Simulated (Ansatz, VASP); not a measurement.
Two plane-wave programs on YTe

File INCAR:

```
PREC = Accurate ; ENCUT = 520
EDIFF = 1E-6 ; ISMEAR = 0
SIGMA = 0.1 ; LREAL = F
LASPH = T ; NELM = 100
ALGO = Fast ; ISIF = 2
LWAVE = F ; LCHARG = F
GGA = CA ; NBANDS = 16
```

File KPOINTS:

```
regular mesh
0
Gamma
  6 6 6
```

File POSCAR:

```
YTe
1.0
    0.0000000000      3.0475000000      3.0475000000
    3.0475000000      0.0000000000      3.0475000000
    3.0475000000      3.0475000000      0.0000000000
Y Te
1 1
Direct
    0.0000000000      0.0000000000      0.0000000000
    0.5000000000      0.5000000000      0.5000000000
```

Input for Ansatz:

```yaml
crystal:
  lattice:
    - [0.0, 3.0475, 3.0475]
    - [3.0475, 0.0, 3.0475]
    - [3.0475, 3.0475, 0.0]
  atoms:
    - { symbol: "Y", position: [0.0, 0.0, 0.0] }
    - { symbol: Te, position: [0.5, 0.5, 0.5] }
basis:
  ecutwfc: 420
kpoints:
  mp_grid: { grid: [6, 6, 6] }
hamiltonian:
  xc: lda
scf:
  occupations: { method: gaussian, width: 0.1 }
output:
  forces: true
  stress: true
  eigenvalues: true
```

Alike in both runs: task single point; functional LDA; k mesh 6 × 6 × 6; occupations gaussian, width 0.1 eV; no spin polarisation.

|  | VASP | Ansatz |
| --- | --- | --- |
| version | VASP 6.6.1 | Ansatz 0.2.0 |
| potentials or method | VASP PAW LDA potentials, release 64 (Y_sv, Te) | scalar-relativistic, plane waves, PAW |
| plane-wave cutoff (eV) | 520 | 420 |
| valence electrons in the cell | 17 | 27 |

Ansatz gave:

| Item | Value |
| --- | --- |
| gap on the k mesh at the Fermi level (eV) | none |
| pressure (GPa) | -2.2 |

Q: What did VASP give for the same quantities?

A: gap on the k mesh at the Fermi level (eV): none; pressure (GPa): -2.1.

A gap of «none» marks a metal or a gap that the smearing closes. The two sets of potentials don't hold the same shells in valence.

The runs have no spin-orbit coupling, so splittings on Te are missing.
